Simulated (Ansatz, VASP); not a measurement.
# Cs2AgBiBr6: VASP beside Ansatz, part 3 of 3

Wanted: the spread between two codes on one cell, functional and k mesh. The cell is taken from a series of VASP runs on this material, whose earlier steps may have relaxed, scaled or displaced it; both programs get it as it stands.

VASP 6.6.1 and Ansatz 0.2.0.

So far. Step 2 (VASP: band structure, PBE): The run ends at a pressure of 1.15 GPa, with forces up to 0.085 eV/Å. Step 6 (VASP: band structure, r2SCAN): The run ends at a pressure of 0.28 GPa, with forces up to 0.15 eV/Å.

## Step 9: Ansatz: band structure, LDA, spin-orbit coupling

Level of this step: Ansatz beside VASP: Kohn-Sham DFT, plane waves, LDA, spin-orbit coupling (Ansatz).

The same cell, functional (in two slightly different forms), mesh and smearing now go to Ansatz, which takes its cutoff from its data sets.

The cell is taken from a series of VASP runs on this material, whose earlier steps may have relaxed, scaled or displaced it; both programs get it as it stands.

Contents of input.yaml:

```yaml
crystal:
  lattice:
    - [0.0, 5.6333, 5.6333]
    - [5.6333, 0.0, 5.6333]
    - [5.6333, 5.6333, 0.0]
  atoms:
    - { symbol: Bi, position: [0.0, 0.0, 0.0] }
    - { symbol: Cs, position: [0.25, 0.25, 0.25] }
    - { symbol: Cs, position: [0.75, 0.75, 0.75] }
    - { symbol: Ag, position: [0.5, 0.5, 0.5] }
    - { symbol: Br, position: [0.7461344694, 0.7461344694, 0.2538655306] }
    - { symbol: Br, position: [0.7461344694, 0.2538655306, 0.7461344694] }
    - { symbol: Br, position: [0.2538655306, 0.7461344694, 0.2538655306] }
    - { symbol: Br, position: [0.2538655306, 0.7461344694, 0.7461344694] }
    - { symbol: Br, position: [0.2538655306, 0.2538655306, 0.7461344694] }
    - { symbol: Br, position: [0.7461344694, 0.2538655306, 0.2538655306] }
hamiltonian:
  xc: lda
  pseudopotentials: { kind: paw_fr }
magnetization:
  noncollinear: true
  spin_orbit: true
kpoints:
  mp_grid: { grid: [4, 4, 4] }
  band_path:
    path:
      - [0.0, 0.0, 0.0]
      - [0.14286, 0.0, 0.14286]
      - [0.35714, 0.0, 0.35714]
      - [0.5, 0.0, 0.5]
      - [0.5, 0.07143, 0.57143]
      - [0.5, 0.17857, 0.67857]
      - [0.5, 0.25, 0.75]
      - [0.44643, 0.30357, 0.75]
      - [0.41071, 0.33929, 0.75]
      - [0.375, 0.375, 0.75]
      - [0.21429, 0.21429, 0.42857]
      - [0.10714, 0.10714, 0.21429]
      - [0.0, 0.0, 0.0]
      - [0.21429, 0.21429, 0.21429]
      - [0.42857, 0.42857, 0.42857]
      - [0.5, 0.5, 0.5]
      - [0.55357, 0.39286, 0.55357]
      - [0.60714, 0.28571, 0.60714]
      - [0.60714, 0.25, 0.64286]
      - [0.57143, 0.25, 0.67857]
      - [0.51786, 0.25, 0.73214]
      - [0.5, 0.28571, 0.71429]
      - [0.5, 0.35714, 0.64286]
      - [0.5, 0.46429, 0.53571]
      - [0.48214, 0.48214, 0.53571]
      - [0.42857, 0.42857, 0.64286]
      - [0.39286, 0.39286, 0.71429]
      - [0.60714, 0.21429, 0.60714]
      - [0.55357, 0.10714, 0.55357]
      - [0.5, 0.0, 0.5]
    npoints: 1
scf:
  occupations: { method: gaussian, width: 0.03 }
  n_extra_bands: 22
output:
  forces: true
  stress: true
  eigenvalues: true
```

Started as:

```bash
$ ansatz run input.yaml --threads 4 --pin off --max-ram 9216MiB --backend cpu --events-out ev --progress --plain --runs-dir out
```

Numbers of over 12 decimals in the logs are rounded to 6 here.

The log of the run:

```text
[...]
non-collinear run that drives no moment, with spin-orbit: no starting moment large enough to seed its density (crystal.atoms[].spin), no starting occupations that ask for one, no magnetisation constraint and no magnetic field, so the semilocal B_xc is pinned to zero
Crystal: 10 atoms, lattice volume = 357.535 Å³
Basis set: ecut = 420 eV, 6879 PW (Γ)
[...]
k-point 0: bands = [... 90 lower, 3.4056, 3.4056, 3.4056, 3.4056, 4.9549, 4.9549, 6.4816, 6.4816, ... 18 higher]
  k-point 1: bands = [... 90 lower, 2.8360, 2.8360, 3.1111, 3.1111, 5.1311, 5.1311, 6.5967, 6.5967, ... 18 higher]
  k-point 2: bands = [... 90 lower, 2.6659, 2.6659, 2.9579, 2.9579, 4.8527, 4.8527, 7.0399, 7.0399, ... 18 higher]
  k-point 7: bands = [... 90 lower, 2.7672, 2.7672, 3.8976, 3.8976, 5.6116, 5.6116, 6.9395, 6.9395, ... 18 higher]
[key lines of the parts left out:]
SCF converged after 9 iterations
Magnetization: |M| = 0.0000 μB,  M = (+0.0000, +0.0000, +0.0000) μB
Free energy (F): -46780.016111 eV
Fermi energy:    4.423062 eV
P = ⅓ Tr σ = -1.8890 GPa (-18.890 kbar)
```

It took 2.1 min on 4 threads of Arm Neoverse V1, shared host; peak memory 2.9 GiB.

## Step 10: Differences

What differs besides the data sets and the points named for the pairs above, as far as they apply: spin-orbit coupling enters by fully relativistic files in Ansatz and inside the spheres in VASP; the two LDA forms differ slightly; the data sets hold 94 valence electrons in Ansatz (fully relativistic PAW (standard-fr) files) and 86 in VASP; VASP's log shows a relativistic correction to its local exchange, Ansatz's none. Total energies have different zeros and are not compared.

Both answers:

```csv
quantity,Ansatz,VASP,difference
pressure (GPa),-1.89,-1.97,+0.08
gap over the path points (eV),0.859,0.917,-0.058
```

Forces (eV/Å; atoms numbered as in POSCAR):

```csv
atom,"Ansatz x, y, z","VASP x, y, z"
Bi1,"0.000, 0.000, 0.000","0.000, 0.000, 0.000"
Cs2,"0.000, 0.000, 0.000","0.000, 0.000, 0.000"
Cs3,"0.000, 0.000, 0.000","0.000, 0.000, 0.000"
Ag4,"0.000, 0.000, 0.000","0.000, 0.000, 0.000"
Br5,"0.000, 0.000, -0.088","0.000, 0.000, -0.075"
Br6,"0.000, -0.088, 0.000","0.000, -0.075, 0.000"
Br7,"0.000, 0.088, 0.000","0.000, 0.075, 0.000"
Br8,"-0.088, 0.000, 0.000","-0.075, 0.000, 0.000"
Br9,"0.000, 0.000, 0.088","0.000, 0.000, 0.075"
Br10,"0.088, 0.000, 0.000","0.075, 0.000, 0.000"
```

Levels at points of the path, from each program's valence-band top (eV; 8 filled, then empty):

```csv
k (reciprocal lattice),Ansatz,VASP
0.000 0.000 0.000,-1.08 -1.08 -1.08 -1.08 -0.59 -0.59 -0.59 -0.59 0.96 0.96 2.49 2.49 2.49 2.49,-1.08 -1.08 -1.08 -1.08 -0.59 -0.59 -0.59 -0.59 1.08 1.08 2.46 2.46 2.46 2.46
0.143 0.000 0.143,-1.20 -1.20 -1.17 -1.17 -1.03 -1.03 -0.59 -0.59 1.18 1.18 2.61 2.61 2.63 2.63,-1.20 -1.20 -1.17 -1.17 -1.02 -1.02 -0.60 -0.60 1.29 1.29 2.59 2.59 2.61 2.61
0.357 0.000 0.357,-1.42 -1.42 -1.14 -1.14 -0.61 -0.61 -0.46 -0.46 1.49 1.49 2.98 2.98 3.03 3.03,-1.42 -1.42 -1.14 -1.14 -0.61 -0.61 -0.46 -0.46 1.61 1.61 2.96 2.96 3.02 3.02
0.500 0.000 0.500,-1.43 -1.43 -1.15 -1.15 -0.61 -0.61 0.00 0.00 1.51 1.51 3.07 3.07 3.27 3.27,-1.43 -1.43 -1.15 -1.15 -0.61 -0.61 0.00 0.00 1.64 1.64 3.05 3.05 3.25 3.25
0.500 0.071 0.571,-1.43 -1.43 -1.17 -1.17 -0.70 -0.70 -0.03 -0.03 1.53 1.53 3.04 3.04 3.26 3.26,-1.43 -1.43 -1.17 -1.17 -0.70 -0.70 -0.03 -0.03 1.66 1.66 3.02 3.02 3.24 3.24
0.500 0.179 0.679,-1.42 -1.42 -1.28 -1.28 -1.07 -1.07 -0.09 -0.09 1.60 1.60 2.96 2.96 3.24 3.24,-1.42 -1.42 -1.28 -1.28 -1.07 -1.07 -0.09 -0.09 1.72 1.72 2.95 2.95 3.21 3.21
0.500 0.250 0.750,-1.38 -1.38 -1.35 -1.35 -1.23 -1.23 -0.10 -0.10 1.62 1.62 2.95 2.95 3.23 3.23,-1.38 -1.38 -1.35 -1.35 -1.22 -1.22 -0.10 -0.10 1.74 1.74 2.94 2.94 3.21 3.21
0.446 0.304 0.750,-1.41 -1.41 -1.33 -1.33 -1.12 -1.12 -0.14 -0.14 1.58 1.58 2.91 2.91 3.32 3.32,-1.41 -1.41 -1.32 -1.32 -1.12 -1.12 -0.14 -0.14 1.70 1.70 2.90 2.90 3.30 3.30
0.411 0.339 0.750,-1.42 -1.42 -1.31 -1.31 -1.01 -1.01 -0.19 -0.19 1.55 1.55 2.89 2.89 3.40 3.40,-1.42 -1.42 -1.31 -1.31 -1.01 -1.01 -0.19 -0.19 1.66 1.66 2.88 2.88 3.38 3.38
0.375 0.375 0.750,-1.42 -1.42 -1.31 -1.31 -0.96 -0.96 -0.22 -0.22 1.53 1.53 2.88 2.88 3.44 3.44,-1.42 -1.42 -1.31 -1.31 -0.96 -0.96 -0.22 -0.22 1.64 1.64 2.88 2.88 3.42 3.42
```

The forces differ by 5.6 meV/Å r.m.s., which is 16.6 % of the r.m.s. force of 0.03 eV/Å (both taken over all components). Among the levels compared at these points, filled levels agree within 11 meV and empty ones within 132 meV. Ansatz's pressure holds a Pulay correction of 0.02 GPa; VASP's holds none.

## Step 11: Results

```json
{"difference in gap over the path points (band structure, PBE)": "-0.0021 eV", "difference in gap over the path points (band structure, r2SCAN)": "0.020 eV", "difference in gap over the path points (band structure, LDA, spin-orbit coupling)": "-0.058 eV"}
```

What this shows: The difference in gap over the path points is -0.058 eV (band structure, LDA, spin-orbit coupling), within the 0.08 eV picked in this series as the mark of a large difference. 1 further run of this series is not shown here. How closely two codes agree says nothing of how well the functional describes the real material.

[Lines on the potential files, build, host, timing and source positions are cut from VASP's logs without a mark.]

[Logs are printed without paths, hosts, clocks, repeated set-up lines and the standing remarks that a program may print on its own settings, such as how far it seeks lower states.]

[Hosts, paths, dates, database ids (printed as entryN), source tags and the programs' standing remarks are cut or masked in the printed files.]
